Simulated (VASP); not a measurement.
Here is the system:

```yaml
crystal:
  lattice:
    - [3.65748, 0.00000, 0.00000]
    - [-1.82874, 3.16747, 0.00000]
    - [0.00000, 0.00000, 3.80083]
  atoms:
    - { symbol: Se, position: [0.33333, 0.66667, 0.25000] }
    - { symbol: Se, position: [0.66667, 0.33333, 0.75000] }
```

Method: r2SCAN meta-GGA, VASP's PBE PAW potentials (set 64) (plane waves; VASP). Run with 400 eV cut-off, 13×13×11 Γ-centred mesh, tetrahedra with Blöchl corrections, potentials Se.

Task: Predict the energy per atom (σ→0), band gap (over mesh and band path) with the smallest direct gap where there is one.

Result: 
```
Item                                                                  Result
----------------------------------  ----------------------------------------
band gap (over mesh and band path)  none (metal, semimetal or under 0.01 eV)
energy per atom (σ→0)                                        -13.853 eV/atom
```

The absolute energy has meaning only against runs of the same code, potentials and settings.

The structure was generated: Se was put into the hcp type (P6_3/mmc), which need not be its known phase. It was relaxed first, which changed the volume by +8 %.
